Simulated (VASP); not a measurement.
Given:

```
Sb
1.0
    4.03627    -2.17706     0.01272
    4.03627     2.17706     0.01272
    2.85074     0.00000     3.59229
Sb
2
Direct
  0.23179   0.23179   0.23179
  0.76821   0.76821   0.76821
```

Level of theory: r2SCAN meta-GGA, VASP's PBE PAW potentials (set 64) (plane waves; VASP). Run with 480 eV cut-off, 8×8×8 Γ-centred mesh, Gaussian smearing of 0.050 eV, potentials Sb.

Each row applies one change to this cell, which was relaxed at other settings and keeps the small stress of the first row; at a fixed cut-off the stress holds a Pulay part, so it need not integrate to ΔE exactly. Stress is in GPa, positive when the cell is compressed.

| change | ΔE (meV/atom) | σxx | σyy | σzz | largest shear component, with its sign (GPa) | largest force (eV/Å) |
|---|---|---|---|---|---|---|
| none | 0.0 | 0.18 | -0.06 | -0.04 | 0.08 | 0.007 |
| atom 1 (Sb) moved by 0.025 Å along x | 0.7 | -0.29 | -0.31 | -0.29 | 0.11 | 0.123 |
| atom 2 (Sb) moved by -0.025 Å along z | 0.5 | 0.23 | -0.24 | -0.21 | -0.21 | 0.071 |
| biaxial strain of +2.0 % in the xz plane | 8.1 | -1.92 | -1.40 | -2.28 | 0.63 | 0.225 |
| atom 2 (Sb) moved by -0.150 Å along y | 15.0 | -0.04 | 0.91 | 0.13 | -1.64 | 0.446 |
| atom 2 (Sb) moved by 0.150 Å along y | 15.0 | -0.04 | 0.91 | 0.13 | 1.64 | 0.446 |
| atom 1 (Sb) moved by -0.200 Å along y | 27.0 | 0.01 | 1.51 | 0.37 | 2.22 | 0.665 |

Failed runs are left out, and for metals the shear rows, which the mesh's noise covers.

The compound is Sb in the a7 structure.
